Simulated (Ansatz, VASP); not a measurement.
# Cross-check of NbS2Br2 between VASP and Ansatz

Aim: how closely do two programs agree when they are given the same cell, functional and k mesh? Of the first pair: The structure shown is the start of the Ansatz relaxation below; VASP solves that cell, so the two are compared at the walk's first step.

Method: plane waves, with VASP 6.6.1 beside it; PBEsol with D3(BJ), in Ansatz 0.2.0.

### 1. The structure

The cell holds 10 atoms: 4 S, 4 Br and 2 Nb. Cell: a = 6.623 Å, b = 6.672 Å, c = 35.300 Å, α = 90.0°, β = 90.0°, γ = 120.2°. It derives from NbS2Br2. Vacuum lies along c.

### 2. Ansatz: relaxation, PBEsol with D3(BJ)

Ansatz runs on its default PAW (the set named soft_2) files.

The two programs are compared at the cell with which this relaxation starts, whose forces are those of its first step.

Input file input.yaml:

```yaml
crystal:
  lattice:
    - [6.6229454432, 0.0, 0.0]
    - [-3.3551803692, 5.7670364597, 0.0]
    - [0.0, 0.0, 35.3]
  atoms:
    - { symbol: S, position: [0.08518278, 0.94585371, 0.4422839961] }
    - { symbol: Br, position: [0.49295234, 0.8057786, 0.4561825748] }
    - { symbol: Br, position: [0.67932968, 0.40012627, 0.4561940618] }
    - { symbol: S, position: [0.0860499, 0.19149933, 0.4752278308] }
    - { symbol: Nb, position: [0.33739176, 0.04207903, 0.499927777] }
    - { symbol: Nb, position: [0.83500867, 0.79163229, 0.500072223] }
    - { symbol: S, position: [0.08635053, 0.64221199, 0.5247721692] }
    - { symbol: Br, position: [0.49307076, 0.43358506, 0.5438059382] }
    - { symbol: Br, position: [0.6794481, 0.02793273, 0.5438174252] }
    - { symbol: S, position: [0.08721766, 0.88785761, 0.5577160039] }
  periodic: [true, true, false]
kpoints:
  mp_grid: { grid: [3, 3, 1] }
hamiltonian:
  xc: pbesol
  dispersion: d3bj
scf:
  occupations: { method: fermi_dirac, width: 0.02 }
relax:
  f_tol: 0.01
  max_steps: 100
  cell: {}
output:
  write_density: true
  write_potential: true
  elf: true
  volumetric_format: npy
```

On the command line:

```sh
$ ansatz run input.yaml --threads 4 --pin off --max-ram 17510MiB --backend cpu --events-out ev --progress --plain --runs-dir out
```

Numbers of over 12 decimals in the logs are rounded to 6 here.

The log of the run:

```text
Engine: ansatz 0.2.0, aarch64-unknown-linux-gnu
Pseudopotentials: kind: paw
Pseudopotential: S, paw, valence charge 6, recommended cutoff 420 eV (normal), S.paw.azcp
Pseudopotential: Br, paw, valence charge 7, recommended cutoff 420 eV (normal), Br.paw.azcp
Pseudopotential: Nb, paw, valence charge 13, recommended cutoff 420 eV (normal), Nb.paw.azcp
Functional definition: PBEsol
  exchange = pbesol_x
  correlation = pbesol_c
Crystal: 10 atoms, lattice volume = 1348.275 Å³
Basis set: ecut = 420 eV, 26281 PW (Γ), exchange–correlation on 90×90×480 points (8 copies of the dense FFT grid, shifted against one another)
Bands: 49, of which v1, the nominal top of the filled ones, is band 39 counted from 1 (38 counted from 0)
Symmetry: 2 space group operations
Space group: P-1 (ITA 2), of the structure as read, at distance tolerance 1.1e-4 Å
k-points: 5 of 9
Non-local potential: S, projectors of the file, l = 0: 2, l = 1: 2, l = 2: 2
Non-local potential: Br, projectors of the file, l = 0: 2, l = 1: 2, l = 2: 2
Non-local potential: Nb, projectors of the file, l = 0: 3, l = 1: 2, l = 2: 2, l = 3: 1
PAW form: soft (Blöchl's): semilocal exchange-correlation on the pseudo side does not see the compensation charge
PAW frozen core: S, regenerated for the run's functional, and the local potential with it (the file was generated under x = pbe(κ = 0.804, μ = 0.219515), c = pbe(β = 0.066725))
PAW frozen core: Br, regenerated for the run's functional, and the local potential with it (the file was generated under x = pbe(κ = 0.804, μ = 0.219515), c = pbe(β = 0.066725))
PAW frozen core: Nb, regenerated for the run's functional, and the local potential with it (the file was generated under x = pbe(κ = 0.804, μ = 0.219515), c = pbe(β = 0.066725))
PAW one-centre angular grid: S, 110 points (default); XC on 64 Gauss nodes
PAW one-centre angular grid: Br, 110 points (default); XC on 64 Gauss nodes
PAW one-centre angular grid: Nb, 590 points (default); XC on 64 Gauss nodes
Initial density: superposition of atomic densities (neutral atoms: chi_scale 0, normalization atom), corrected by the library's trained network
Initial wavefunctions: pseudopotential atomic-orbital guess
Functional: x = pbesol(κ = 0.804, μ = 0.123457), c = pbesol(β = 0.046)
SCF iter   1: F=—  HF=-23487.130340 eV  |F-HF|=—  |Δ(HF+E_count)|=         —  Δρ=2.29e-3  dr2=5.37e-2  ethr=1.77e-3  ⟨swp⟩=13.4  Hψ=1561  notcnv=0
preconditioner: auto → Resta (q_TF=auto, 1.697 Å⁻¹)  ε∞=1.9  [insulator: Δε(μ)=1.669 eV  Ē_g=8.524 eV  σ=0.020 eV  W_gap=1.00  n_scr=108 (ndim 8)  ℏωp=8.0 eV  f_vac=0.792  D(μ)=0.00/eV (n_scr^D=0)  ε∞_Penn≈1.9  vacuum switching on, ρ_ref=5.3e-3 e/Å³]
SCF iter   2: F=—  HF=-23487.133323 eV  |F-HF|=—  |Δ(HF+E_count)|=   2.98e-3  Δρ=1.20e-3  dr2=1.82e-2  ethr=6.89e-5  ⟨swp⟩=3.8  Hψ=626  notcnv=0  defer=19
SCF iter   3: F=—  HF=-23487.139156 eV  |F-HF|=—  |Δ(HF+E_count)|=   5.83e-3  Δρ=8.89e-4  dr2=2.56e-2  ethr=2.33e-5  ⟨swp⟩=3.0  Hψ=507  notcnv=0  defer=19
SCF iter   4: F=—  HF=-23487.136933 eV  |F-HF|=—  |Δ(HF+E_count)|=   2.22e-3  Δρ=2.00e-4  dr2=4.02e-4  ethr=2.33e-5  ⟨swp⟩=2.8  Hψ=431  notcnv=0  defer=19
SCF iter   5: F=—  HF=-23487.137136 eV  |F-HF|=—  |Δ(HF+E_count)|=   2.03e-4  Δρ=5.17e-5  dr2=3.61e-5  ethr=5.16e-7  ⟨swp⟩=3.0  Hψ=495  notcnv=0  defer=19
SCF iter   6: F=—  HF=-23487.137100 eV  |F-HF|=—  |Δ(HF+E_count)|=   3.59e-5  Δρ=1.43e-5  dr2=3.29e-6  ethr=4.63e-8  ⟨swp⟩=2.8  Hψ=519  notcnv=0  defer=19
SCF iter   7: F=—  HF=-23487.137102 eV  |F-HF|=—  |Δ(HF+E_count)|=   2.19e-6  Δρ=6.53e-6  dr2=9.47e-7  ethr=4.22e-9  ⟨swp⟩=2.8  Hψ=491  notcnv=0  defer=19
SCF iter   8: F=-23487.137103 eV  HF=-23487.137103 eV  |F-HF|=8.02e-8  |Δ(HF+E_count)|=   4.87e-7  Δρ=1.78e-6  dr2=4.79e-8  ethr=1.28e-10  ⟨swp⟩=13.0  Hψ=2684  notcnv=0
SCF 1 converged in 8 iterations: F = -23487.137103 eV  dr2 = 4.79e-8
  greatest PAW one-centre occupation: 0.997 electrons in one spin orbital (limit 2), on the Nb atom at site 5 (counted from 0), in its partial waves of l = 0
relax step   1: F+E_penalty+E_count = -23487.13710292 eV  Δ(F+E_penalty+E_count) = +0.000e0 eV  max|allowed force component| = 3.825e-1 eV/Å  Δτ_max = 0.0000 Å  P = -2.535 N/m  Ω = 1348.275 Å³  fix = [c, alpha, beta]  reactions: c +0.000 N/m; alpha +0.000, beta +0.000 N/m/rad  (8 SCF iters, dr2 threshold 1.00e-7 eV, accepted)
Crystal: 10 atoms, lattice volume = 1285.412 Å³
Basis set: ecut = 420 eV, 25081 PW (Γ), exchange–correlation on 90×90×480 points (8 copies of the dense FFT grid, shifted against one another)
Initial density: handed on by an earlier stage of this run
Initial wavefunctions: those handed on with the density
iter 1 solved again at ethr=2.17e-4 eV; its pass at ethr=3.10e-3 eV (dr2=1.69e-1 eV) is discarded
[...]
SCF iter   3: F=—  HF=-23487.340719 eV  |F-HF|=—  |Δ(HF+E_count)|=   4.53e-7  Δρ=4.28e-6  dr2=1.32e-7  ethr=3.14e-10  ⟨swp⟩=3.4  Hψ=499  notcnv=0
SCF iter   4: F=—  HF=-23487.340719 eV  |F-HF|=—  |Δ(HF+E_count)|=   7.46e-8  Δρ=1.79e-6  dr2=8.45e-8  ethr=1.69e-10  ⟨swp⟩=2.4  Hψ=386  notcnv=0
SCF iter   5: F=—  HF=-23487.340719 eV  |F-HF|=—  |Δ(HF+E_count)|=   1.09e-8  Δρ=4.32e-7  dr2=2.48e-9  ethr=1.08e-10  ⟨swp⟩=2.6  Hψ=328  notcnv=0
SCF iter   6: F=—  HF=-23487.340719 eV  |F-HF|=—  |Δ(HF+E_count)|=   1.08e-9  Δρ=1.22e-7  dr2=1.58e-10  ethr=3.17e-12  ⟨swp⟩=3.2  Hψ=498  notcnv=0
SCF iter   7: F=-23487.340719 eV  HF=-23487.340719 eV  |F-HF|=5.09e-11  |Δ(HF+E_count)|=  4.04e-10  Δρ=3.73e-8  dr2=8.43e-12  ethr=1.00e-12  ⟨swp⟩=11.6  Hψ=1814  notcnv=0
SCF 8 converged in 7 iterations: F = -23487.340719 eV  dr2 = 8.43e-12
relax step   8: F+E_penalty+E_count = -23487.34071919 eV  Δ(F+E_penalty+E_count) = +1.325e-3 eV  max|allowed force component| = 4.351e-4 eV/Å  Δτ_max = 0.0000 Å  P = +0.002 N/m  Ω = 1267.964 Å³  fix = [c, alpha, beta]  reactions: c -0.000 N/m; alpha -0.000, beta -0.000 N/m/rad  stress off target by 3.23e-3 N/m on what of the cell is left free  SCF on the basis re-selected at this cell (its energy is not comparable with the rows above)  (7 SCF iters)
basis re-selected at this cell: Δ(F+E_penalty+E_count) = +1.325e-3 eV, ΔP = +0.000 N/m vs the last step (what re-selecting the basis moved, of the pressure what is left beyond the Pulay correction that the steps carried, after the strain that the cell walked since its last selection, with what the two solves' SCF thresholds leave and, on support functions, any second-order correction that the steps lacked; it is no m [...]
WARN: The output density's exchange-correlation potential varies sharply where the density is thin. Do not read a vacuum level from v_tot or v_xc, or from such a field of the output density. On a cell that repeats whose density bears no net charge and no dipole along the vacuum's axis use v_es (v_loc + v_h of the components); under efield.dipole_correction with no amplitude use v_es + v_field, which holds any externa [...]
SCF converged after 7 iterations
Free energy (F): -23487.340719 eV
Harris-Foulkes:  -23487.340719 eV  (|F-HF|=5.09e-11)
Internal energy: -23487.340719 eV  (E = F + TS)
E sigma→0 (E₀):  -23487.340719 eV
Fermi energy:    -4.705879 eV
--- Per-component energies (eV) ---
  E_band       = -1391.152379
  E_kinetic    = 1752.073393
  E_local      = -115060.228028  (includes V_loc(G=0)·N_el)
  E_nonlocal   = 640.408495
  E_hartree    = 56375.082196
  E_xc         = -1779.909235
  E_vxc        = -1190.249033  (∫ρ·V_xc dr)
  E_paw        = -17183.320966  (= ΣΔE_a)
  E_vpaw       = -283.321782  (= ΣTr[D̂ρ^β])
  E_aug_tail   = 0.000014  (compensation charges beyond the density's cutoff)
  E_ewald      = 51769.494220
  E_disp       = -1.935104  (pairwise vdW)
  E_core_change = 0.994296  (= ΣΔE_core)
  E_smearing   = -0.000000  (= −TS)
  E_closure    = 0.000000  (closes the sum)
  Σ components = -23487.340719   (vs F -23487.340719, Δ=0.00e0)
--- Forces (eV/Å), atoms counted from 1 ---
  atom   1  S     -0.00014673     0.00026995     0.00036746
  atom   2  Br     0.00036820    -0.00013962    -0.00026287
  atom   3  Br    -0.00002914    -0.00041579    -0.00031090
  atom   4  S      0.00015839    -0.00028337    -0.00043505
  atom   5  Nb     0.00027976     0.00019327    -0.00002054
  atom   6  Nb    -0.00027976    -0.00019327     0.00002054
  atom   7  S     -0.00015839     0.00028337     0.00043505
  atom   8  Br     0.00002914     0.00041579     0.00031090
  atom   9  Br    -0.00036820     0.00013962     0.00026287
  atom  10  S      0.00014673    -0.00026995    -0.00036746
  max |Σ_I F_I| component: 0.00e0 eV/Å
--- 2D stress c σ (N/m, compression-positive) ---
        0.001391      -0.001031      -0.000000
       -0.001031       0.002649       0.000000
       -0.000000       0.000000       0.000000
  P = ½ c Tr σ = 0.0020 N/m
--- Band table (eV; the first three rows and the last of 5) ---
  k-point 0: bands = [... 35 lower, -6.8041, -6.5040, -6.4994, -5.6269, -3.7098, -3.1152, -3.0140, -2.6468, ... 6 higher]
  k-point 1: bands = [... 35 lower, -7.1177, -6.5405, -6.3388, -5.5658, -3.5983, -3.3157, -3.1979, -2.9048, ... 6 higher]
  k-point 2: bands = [... 35 lower, -6.6797, -6.6234, -6.4668, -5.5385, -3.8833, -3.2367, -3.1180, -2.8856, ... 6 higher]
  k-point 4: bands = [... 35 lower, -7.1177, -6.5405, -6.3388, -5.5658, -3.5983, -3.3157, -3.1979, -2.9048, ... 6 higher]
--- Relaxed structure (7 steps of the walk, 7 accepted, 1 SCFs on fresh bases) ---
  F+E_penalty+E_count = -23487.34071919 eV   max|allowed force component| = 4.351e-4 eV/Å   (the final SCF, on the basis selected at the relaxed cell)
  cell:  # Å, volume = 1267.9641 Å³
    - [6.441984, 0.027621, 0]
    - [-3.239454, 5.561980, 0]
    - [0, 0, 35.3]
  atoms:
    - { symbol: S, position: [0.086200, 0.948028, 0.442770] }
    - { symbol: Br, position: [0.492901, 0.804907, 0.456350] }
    - { symbol: Br, position: [0.679499, 0.398206, 0.456350] }
    - { symbol: S, position: [0.086201, 0.201678, 0.476266] }
    - { symbol: Nb, position: [0.340023, 0.043766, 0.500000] }
    - { symbol: Nb, position: [0.832377, 0.789945, 0.500000] }
    - { symbol: S, position: [0.086199, 0.632033, 0.523734] }
    - { symbol: Br, position: [0.492902, 0.435505, 0.543650] }
    - { symbol: Br, position: [0.679499, 0.028805, 0.543650] }
    - { symbol: S, position: [0.086201, 0.885683, 0.557230] }
```

Reading the cycles: dr2 is the Hartree energy of the density residual (eV), the measure of convergence; HF is the Harris–Foulkes estimate of the energy, which meets the free energy F at convergence.

[end of part 1 of 2]

[Lines on the potential files, build, host, timing and source positions are cut from VASP's logs without a mark.]

[Logs are printed without paths, hosts, clocks, repeated set-up lines and the standing remarks that a program may print on its own settings, such as how far it seeks lower states.]

[Hosts, paths, dates, database ids (printed as entryN), source tags and the programs' standing remarks are cut or masked in the printed files.]
